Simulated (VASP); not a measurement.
VASP input:

**POSCAR**
```
AgI
1
    4.5812280000     0.0000000000     0.0000000000
   -2.2906140000     3.9674590000     0.0000000000
    0.0000000000     0.0000000000     7.4273650000
Ag I
2 2
Direct
  0.3333330000   0.6666670000   0.0009800000
  0.6666670000   0.3333330000   0.5009800000
  0.3333330000   0.6666670000   0.3789200000
  0.6666670000   0.3333330000   0.8789200000
```

### INCAR
```
SYSTEM = AgI
PREC = Accurate; ENCUT = 300; LREAL = .FALSE.
LASPH = .TRUE.
EDIFF = 1E-6; NELM = 100; ALGO = Normal
LMAXMIX = 4
ISMEAR = 0; SIGMA = 0.01
GGA = PS
IBRION = 2; NSW = 50; ISIF = 3
EDIFFG = -0.01
LWAVE = .FALSE.; LCHARG = .FALSE.
```

File KPOINTS:
```
Automatic mesh
0
Gamma
4 4 4
0.5 0.5 0.5
```

POTCAR, in this order: Ag I (PBE.64 set). Program: vasp_std.

Task: Translate this PBEsol calculation to Quantum ESPRESSO's pw.x.

Result: One equivalent input (not run):
```
&CONTROL
  calculation = 'vc-relax'
  pseudo_dir = './pseudo'
  outdir = './out'
  tprnfor = .true.
  tstress = .true.
  nstep = 50
  forc_conv_thr = 0.00039
/
&SYSTEM
  ibrav = 0
  nat = 4
  ntyp = 2
  ecutwfc = 82
  occupations = 'smearing'
  smearing = 'gaussian'
  degauss = 0.000735
  input_dft = 'pbesol'
/
&ELECTRONS
  conv_thr = 7.3e-08
  electron_maxstep = 100
/
&IONS
/
&CELL
/
ATOMIC_SPECIES
  Ag 107.868 Ag.upf
  I 126.904 I.upf
CELL_PARAMETERS angstrom
     4.5812280    0.0000000    0.0000000
    -2.2906140    3.9674590    0.0000000
     0.0000000    0.0000000    7.4273650
ATOMIC_POSITIONS crystal
  Ag   0.3333330  0.6666670  0.0009800
  Ag   0.6666670  0.3333330  0.5009800
  I    0.3333330  0.6666670  0.3789200
  I    0.6666670  0.3333330  0.8789200
K_POINTS automatic
  4 4 4 1 1 1
```
The two are equivalent in intent, not identical: the potentials are each code's own (VASP's PAW set, PseudoDojo norm-conserving files in pw.x), so ENCUT and ecutwfc are chosen apart and not converted; conv_thr bounds pw.x's estimated SCF error, while EDIFF bounds the energy change between steps; forc_conv_thr acts on force components and is met together with etot_conv_thr.

The structure comes from a computed database's AgI entry; how it stands against other phases isn't given here. This run relaxes it. Symmetry was kept, so distortions that lower it aren't found. The run is one of a series of settings (EDIFFG = -0.01, IBRION = 2, ISIF = 3, NSW = 50, KPOINTS 4×4×4 Γ-centred mesh shifted by (0.5, 0.5, 0.5) against the base run), some of them coarse on purpose.
